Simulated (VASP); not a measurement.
Data:

```
CELL_PARAMETERS angstrom
      0.00000     2.25281     2.25281
      2.25281     0.00000     2.25281
      2.25281     2.25281     0.00000
ATOMIC_POSITIONS crystal
  Ga 0.00000 0.00000 0.00000
  N  0.75000 0.75000 0.75000
```

The numbers are results of r2SCAN meta-GGA, VASP's PBE PAW potentials (set 64) (plane waves; VASP), not measurements. Run with PREC = Normal, EDIFF = 1E-5, 450 eV cut-off, 11×11×11 Γ-centred mesh, Gaussian smearing of 0.050 eV, potentials Ga_d N.

Task: Estimate the energy per atom (σ→0), band gap (on the k-mesh) with the smallest direct gap where there is one.

Result: 
- band gap (on the k-mesh) = 2.13 eV
- smallest direct gap (on the k-mesh) = 2.13 eV
- energy per atom (σ→0) = -10.946 eV/atom

The absolute energy has meaning only against runs of the same code, potentials and settings.

The compound is GaN in the zinc blende structure, a metastable form; wurtzite is the usual one. It was relaxed first.
